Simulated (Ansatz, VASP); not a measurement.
# Cross-check of WC (Qusongite) between VASP and Ansatz, part 2 of 2

One calculation is typed for both programs; each brings its own data sets. How far apart do they land? The cell is taken from a series of runs on this material, whose earlier steps may have relaxed, scaled, displaced or heated it; both programs get it as it stands.

VASP 6.6.1 and Ansatz 0.2.0.

So far: The structure; Ansatz: relaxation of cell and atoms, PBE with D3(BJ); VASP: relaxation of cell and atoms, PBE with D3(BJ); Comparison.

### 5. Ansatz: relaxation of cell and atoms, r2SCAN

Level of this step: Ansatz beside VASP: Kohn-Sham DFT, plane waves, r2SCAN (Ansatz).

The relaxed volume is the usual yardstick between codes: in a stiff, nearly cubic crystal its relative difference is about their pressure difference at one cell divided by the bulk modulus.

The cell is taken from a series of runs on this material, whose earlier steps may have relaxed, scaled, displaced or heated it; both programs get it as it stands.

The input, input.yaml:

```yaml
crystal:
  lattice:
    - [2.898410198, 0.0, 0.0]
    - [-1.449205099, 2.5100968621, 0.0]
    - [0.0, 0.0, 2.8277797076]
  atoms:
    - { symbol: W, position: [0.0, 0.0, 0.0] }
    - { symbol: C, position: [0.6666666667, 0.3333333333, 0.5] }
kpoints:
  mp_grid: { grid: [18, 18, 16] }
hamiltonian:
  xc: r2scan
scf:
  occupations: { method: methfessel_paxton, width: 0.2 }
output:
  forces: true
  stress: true
  eigenvalues: true
relax:
  adjacent_minimum: "off"
  f_tol: 0.001
  max_steps: 60
  cell: { stress_tol: 0.01 }
```

The run is started by

```
ansatz run input.yaml --threads 4 --pin off --max-ram 16384MiB --backend cpu --events-out ev --progress --plain --runs-dir out
```

Numbers of over 12 decimals in the logs are rounded to 6 here.

Output:

```text
[...]
Crystal: 2 atoms, lattice volume = 20.573 Å³
Basis set: ecut = 500 eV, 527 PW (Γ), exchange–correlation on 96×96×96 points (64 copies of the dense FFT grid, shifted against one another)
Bands: 13, of which v1, the nominal top of the filled ones, is band 9 counted from 1 (8 counted from 0)
Symmetry: 12 space group operations
[...]
k-points: 333 of 5184 (time reversal used)
[...]
k-point 332: bands = [... 5 lower, 12.9811, 14.7584, 18.6658, 19.6607, 24.9316, 26.9978, 28.2677, 30.1310]
--- Relaxed structure (4 steps of the walk, 4 accepted, 1 SCFs on fresh bases) ---
[...]
cell:  # Å, volume = 20.8302 Å³
    - [2.912055, 0, 0]
    - [-1.456027, 2.521913, 3.598848023010101e-19]
    - [0, 4.0543253784157457e-19, 2.836379]
  atoms:
    - { symbol: W, position: [-3.700743415524895e-17, 0, 0] }
    - { symbol: C, position: [0.666667, 0.333333, 0.5] }
[key lines of the parts left out:]
SCF converged after 6 iterations
Free energy (F): -10649.322739 eV
Fermi energy:    20.378233 eV
P = ⅓ Tr σ = -0.0022 GPa (-0.022 kbar)
```

### 6. VASP: relaxation of cell and atoms, r2SCAN

The same cell, functional, mesh and smearing now go to VASP, with its own data sets.

The input, INCAR:

```
SYSTEM = WC
PREC = Accurate
ENCUT = 660
EDIFF = 1E-07
NELM = 120
ISMEAR = 1
SIGMA = 0.2
LREAL = .FALSE.
ALGO = Normal
METAGGA = R2SCAN
LASPH = .TRUE.
NBANDS = 11
LORBIT = 11
LWAVE = .FALSE.
LCHARG = .FALSE.
ISIF = 3
IBRION = 2
NSW = 80
EDIFFG = -0.005
GGA_COMPAT = .FALSE.
NELMIN = 4
LMIXTAU = .TRUE.
KPAR = 2
```

The input, POSCAR:

```
WC
1.0
    2.8984100000      0.0000000000      0.0000000000
   -1.4492050000      2.5100970000      0.0000000000
    0.0000000000      0.0000000000      2.8277800000
W C
1 1
Direct
    0.0000000000      0.0000000000      0.0000000000
    0.6666666667      0.3333333333      0.5000000000
```

The input, KPOINTS:

```
Automatic mesh
0
Gamma
18 18 16
0 0 0
```

Potentials, in the order of the species: W and C (PBE family, release 64).

The run is started by

```
mpirun -np 2 vasp_std
```

Output:

```text
[banner, memory and clock lines left out]
running    2 mpi-ranks, on    1 nodes
[...]
|                                                                             |
|               ----> ADVICE to this user running VASP <----                  |
|                                                                             |
|     You enforced a specific xc type in the INCAR file but a different       |
|     [... a line on the potential file left out ...]
|     I HOPE YOU KNOW WHAT YOU ARE DOING!                                     |
|                                                                             |

 LDA part: xc-table for (None), standard interpolation
 POSCAR, INCAR and KPOINTS ok, starting setup
[...]
entering main loop
       N       E                     dE             d eps       ncg     rms          rms(c)
DAV:   1    -0.356860478831E+01   -0.35686E+01   -0.60144E+03  7334   0.105E+03
DAV:   2    -0.622583211814E+02   -0.58690E+02   -0.55735E+02  8405   0.231E+02
DAV:   3    -0.647644566137E+02   -0.25061E+01   -0.24717E+01  9137   0.402E+01
DAV:   4    -0.647832401452E+02   -0.18784E-01   -0.18773E-01  8042   0.395E+00
[...]
DAV:  16    -0.617419240536E+02    0.22721E-05   -0.24270E-06  9005   0.146E-02    0.552E-03
DAV:  17    -0.617419261694E+02   -0.21158E-05   -0.10241E-06  7708   0.934E-03    0.276E-03
DAV:  18    -0.617419261043E+02    0.65152E-07   -0.45219E-08  3780   0.205E-03
   1 F= -.61741926E+02 E0= -.61741920E+02  d E =-.617419E+02
[... from here on, the cycles between the ionic steps are left out ...]
   2 F= -.61725511E+02 E0= -.61725524E+02  d E =0.164155E-01
   3 F= -.61744121E+02 E0= -.61744118E+02  d E =-.219466E-02
   4 F= -.61744121E+02 E0= -.61744118E+02  d E =-.219461E-02
   5 F= -.61744125E+02 E0= -.61744096E+02  d E =-.394410E-05
   6 F= -.61744146E+02 E0= -.61744130E+02  d E =-.253791E-04
   7 F= -.61744141E+02 E0= -.61744126E+02  d E =0.459276E-05
   8 F= -.61744146E+02 E0= -.61744130E+02  d E =-.211364E-06
[...]
reached required accuracy - stopping structural energy minimisation
```

Parts of OUTCAR (step 6):

```text
  Total        0.0034075      0.0034075      0.0037563      0.0000000      0.0000000      0.0000000
  in kB        0.2629713      0.2629714      0.2898897      0.0000000      0.0000000      0.0000000
  external PRESSURE =       0.2719441 kB  Pullay stress =       0.0000000 kB

 POSITION                                       TOTAL-FORCE (eV/Angst)
 -----------------------------------------------------------------------------------
     -0.00000      0.00000      0.00000         0.000000     -0.000000      0.000000
      1.45407      0.83951      1.41726        -0.000000      0.000000     -0.000000
 -----------------------------------------------------------------------------------
    total drift:                               -0.000000      0.000004      0.000000

  FREE ENERGIE OF THE ION-ELECTRON SYSTEM (eV)
  ---------------------------------------------------
  free  energy   TOTEN  =       -61.7441463034 eV

  energy  without entropy=      -61.7440988184  energy(sigma->0) =      -61.74413048

[... 2 parts as in an earlier step ...]

[... 2 further parts left out ...]
[key lines of the parts left out:]
E-fermi :   8.1617
```

### 7. Differences

What differs besides the data sets and the points named for the pairs above, as far as they apply: VASP keeps PBE cores, Ansatz makes them for the functional; the data sets hold 18 valence electrons in Ansatz (on its default PAW (the set named soft_2) files) and 10 in VASP; the cutoff is 500 eV in Ansatz and 660 eV in VASP. Total energies have different zeros and are not compared.

Compared:

| quantity | Ansatz | VASP | difference |
| --- | --- | --- | --- |
| volume (Å³) | 20.83 | 20.76 | +0.34 % |
| edge a after relaxation, in the typed setting (Å) | 2.912 | 2.908 | +0.14 % |
| edge c after relaxation, in the typed setting (Å) | 2.836 | 2.834 | +0.07 % |

### 8. Results

```yaml
difference_in_volume_relaxation_of_cell_and_atoms_pbe_with_d3_bj: 0.24 %
difference_in_volume_relaxation_of_cell_and_atoms_r2scan: 0.34 %
```

The difference in volume is 0.34 % (relaxation of cell and atoms, r2SCAN), within the 1.2 % picked in this series as the mark of a large difference, as far as the stopping tolerances let one tell. The data sets hold unlike numbers of valence electrons (18 in Ansatz and 10 in VASP), so part of the differences comes from the potentials. 3 further runs of this series are not shown here. Such differences can come from data sets, numerical settings and the points named under the comparisons, not from the functional's error against experiment.

[Lines on the potential files, build, host, timing and source positions are cut from VASP's logs without a mark.]

[Logs are printed without paths, hosts, clocks, repeated set-up lines and the standing remarks that a program may print on its own settings, such as how far it seeks lower states.]

[Hosts, paths, dates, database ids (printed as entryN), source tags and the programs' standing remarks are cut or masked in the printed files.]
